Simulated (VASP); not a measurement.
Set up this calculation in VASP 6.6.1, as the native input.

| Property | Result |
| --- | --- |
| Task | single point |
| Functional | PBE |
| Potentials or basis | VASP PAW PBE potentials, release 64 (Ag) |
| Cutoff | 520 eV |
| k mesh | 13 × 13 × 1 |
| Occupations | methfessel-paxton, width 0.1 eV |
| Spin | no spin polarisation |
| Dipole correction | yes |
| Further INCAR settings | ALGO = Normal; EDIFF = 1e-06; NBANDS = 24 |

The structure of Ag lies in POSCAR:

```
Ag                                      
1.0
    2.9314808700      0.0000000000      0.0000000000
    0.0000000000      2.9314808700      0.0000000000
    0.0000000000      0.0000000000     19.1457400000
  Ag            
     3
Direct
     0.5000000000000000    0.5000000000000000    0.3939660030817156
     0.0000000000000000    1.0000000000000000    0.5000000000000000
     0.5000000000000000    0.5000000000000000    0.6060339969182844
```

The input as run:

INCAR

```
ALGO = Normal
DIPOL = 0.5 0.5 0.500
EDIFF = 1E-6
ENCUT = 520
GGA = PE
ICORELEVEL = 1
IDIPOL = 3
ISIF = 2
ISMEAR = 1
LASPH = T
LCHARG = F
LDIPOL = T
LREAL = F
LVACPOTAV = T
LVHAR = T
LWAVE = F
NBANDS = 24
NELM = 80
PREC = Accurate
SIGMA = 0.1
```

KPOINTS

```
k-points
0
Gamma
  13 13 1
```

Potentials or basis: VASP PAW PBE potentials, release 64 (Ag).

Launch:

```bash
$ cat potpaw_PBE.64/Ag/POTCAR > POTCAR
$ mpirun -np 1 vasp_std > vasp.out
```

It gave:

```yaml
Largest_force: 0.018 eV/Å
Band_gap_on_the_k_mesh: none (metal or under the smearing width)
Work_function_of_the_upper_face: 4.27 eV
Work_function_of_the_lower_face: 4.27 eV
```

Run time: 120 s on 1 thread of Intel(R) Xeon(R) Platinum 8488C (Sapphire Rapids), on a shared host, peak memory 0.31 GiB.
